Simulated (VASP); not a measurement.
**Equation of state of GeBi3 under PBE**

The structure is cubic, space group Fm-3m (No. 225). Conventional cell: a = 7.734 Å, b = 7.734 Å, c = 7.734 Å, α = 90.00°, β = 90.00°, γ = 90.00°. Bi (site symmetry m-3m) is surrounded by 8 Bi at 3.35 Å. Around Bi (site symmetry -43m) lie 4 Bi at 3.35 Å and 4 Ge at 3.35 Å. Around Ge (site symmetry m-3m) lie 8 Bi at 3.35 Å.

The cell comes from a database or a generator and needn't be the stable form of this composition.

The cell was scaled at fixed shape and fractions and run with VASP, PBE PAW files Bi_d, Ge_d, 520 eV; PBE, k mesh 6 × 6 × 6 on the cell of 4 atoms, fermi-dirac occupations of 0.05 eV, no spin polarisation, no spin-orbit coupling. Energies are those that the program minimises, any entropy of the smearing included. For a metal such a mesh isn't converged to the digits shown.

```csv
V (Å³/atom),energy over the lowest row (meV/atom)
27.1744,34.21
27.7526,?
28.3308,7.97
28.9089,1.92
29.4871,0.00
30.0653,1.82
30.6435,7.00
```

Task: Fit the third-order Birch-Murnaghan form, give V0, B0 and B′, and predict the energy left open.

Result: With y = (V0/V)^(2/3), E = E0 + (9 V0 B0/16) [(y - 1)³ B′ + (y - 1)² (6 - 4y)]. Least squares through the rows shown give V0 = 29.4860 Å³/atom, E0 = 0.00 meV, B0 = 52.69 GPa (1 eV/Å³ = 160.218 GPa) and B′ = 4.08, with a largest miss of 0.01 meV. At V = 27.7526 the form with these constants gives 18.56 meV; the run gave 18.61 meV an atom.
